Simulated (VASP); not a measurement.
Here is the system:

```
As
1.0
   -1.65633     1.65633     1.65633
    1.65633    -1.65633     1.65633
    1.65633     1.65633    -1.65633
As
1
Direct
  0.00000   0.00000   0.00000
```

Calculation: PBEsol GGA, VASP's PBE PAW potentials (set 64) (plane waves; VASP). Run with 400 eV cut-off, Gaussian smearing of 0.050 eV, potentials As.

Give the energies of bands 1 to 5 at the high-symmetry points, in eV from the Fermi level.

| band | Γ | H | N | P |
|---|---|---|---|---|
| 1 | -15.47 | -6.40 | -10.39 | -9.06 |
| 2 | 6.32 | -2.32 | -6.83 | -3.42 |
| 3 | 6.32 | -2.32 | 2.09 | -3.42 |
| 4 | 6.32 | -2.32 | 4.58 | -3.42 |
| 5 | 13.30 | 3.53 | 7.90 | 18.23 |

It has no gap at this level: it comes out as a metal or semimetal.

The structure was generated: As was put into the bcc type (Im-3m), which need not be its known phase. It was relaxed first, which changed the volume by -6 %.
